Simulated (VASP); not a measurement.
Write the native input for VASP 6.6.1 that does the following.

* Task: relaxation of cell and atoms
* Functional: PBE
* Potentials or basis: VASP PAW PBE potentials, release 64 (Cu, B)
* Cutoff: 600 eV
* k mesh: 10 × 10 × 10
* Occupations: gaussian, width 0.1 eV
* Spin: no spin polarisation
* Dipole correction: no
* Further INCAR settings: ALGO = Fast; EDIFF = 1e-07; IBRION = 2; EDIFFG = -0.01; NSW = 100; ISIF = 3

The structure of CuB lies in POSCAR:

```
CuB
1.0
    4.0620645838      0.0000000000      0.0000000000
    0.0000000000      4.0620645838      0.0000000000
    0.0000000000      0.0000000000      4.0620645838
Cu B
3 3
Direct
    0.5000000000      0.0000000000      0.0000000000
    0.0000000000      0.5000000000      0.0000000000
    0.0000000000      0.0000000000      0.5000000000
    0.0000000000      0.5000000000      0.5000000000
    0.5000000000      0.0000000000      0.5000000000
    0.5000000000      0.5000000000      0.0000000000
```

The cell was built by a generator and needn't be a form met in nature.

The cell isn't the ideal one: random cell by space group and Wyckoff sites (Pm-3m, No. 221).

One way to write it, as run:

INCAR

```
  PREC = Accurate
  ENCUT = 600
  EDIFF = 1E-7
  ISMEAR = 0
  SIGMA = 0.1
  LREAL = F
  LASPH = T
  NELM = 60
  ALGO = Fast
  ISIF = 3
  LWAVE = F
  LCHARG = F
  GGA = PE
  IBRION = 2
  NSW = 100
  EDIFFG = -0.01
```

KPOINTS

```
Automatic mesh
0
Gamma
  10 10 10
```

Potentials or basis: VASP PAW PBE potentials, release 64 (Cu, B).

Run with:

```sh
$ cat potpaw_PBE.64/Cu/POTCAR potpaw_PBE.64/B/POTCAR > POTCAR
$ mpirun -np 1 vasp_std > vasp.out
```

It gave:

```json
{"Relaxed volume": "11.21 Å³/atom", "Relaxed cell": "a = 4.066 Å, b = 4.066 Å, c = 4.066 Å, α = 90.00°, β = 90.00°, γ = 90.00°", "Space group after relaxing (to 0.05 Å)": "Pm-3m (No. 221)", "Energy gained by relaxing": "0.0 meV/atom", "Ionic steps": "2", "Pressure after relaxing": "-0.1 GPa", "Band gap on the k mesh": "none (metal or under the smearing width)"}
```

Wall time 81 s on 1 thread of Intel(R) Xeon(R) 6975P-C (Granite Rapids), on a shared host, peak memory 0.25 GiB.
